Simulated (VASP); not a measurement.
Crystal: SnTe.

```
Sn Te
1.0
     0.00000    3.18581    3.18581
     3.18581    0.00000    3.18581
     3.18581    3.18581    0.00000
Sn Te
1 1
Cartesian
  0.0000 0.0000 0.0000
  3.1858 3.1858 3.1858
```

The cell is a database's computed one.

| Quantity | Value |
| --- | --- |
| Program | VASP 6.6.1 |
| Task | relaxation of cell and atoms |
| Functional | RPBE |
| Potentials or basis | VASP PAW PBE potentials, release 64 (Sn_d, Te) |
| Cutoff | 600 eV |
| k mesh | 12 × 12 × 12 |
| Occupations | gaussian, width 0.1 eV |
| Spin | no spin polarisation |

At the start: pressure 2.1 GPa; volume 32.33 Å³/atom.

Task: How do energy, volume and symmetry change on relaxing?

Result: Over 3 steps the energy falls by 10.8 meV/atom and the volume is 34.05 Å³/atom (+5.3 %); space group Fm-3m (No. 225, to 0.05 Å).

The path:
```csv
step,energy change (eV),largest force (eV/Å),pressure (GPa),volume (Å³)
1,0.0000,0.0000,2.11,64.67
2,-0.0209,0.0000,-0.32,68.74
3,-0.0216,0.0000,0.00,68.10
```

Final structure:
```
Sn Te
1.0
     0.00000    3.24121    3.24121
     3.24121    0.00000    3.24121
     3.24121    3.24121    0.00000
Sn Te
1 1
Cartesian
  0.0000 0.0000 0.0000
  3.2412 3.2412 3.2412
```

Caveat: the PAW data sets were made with another functional, which shifts forces and pressure a little.
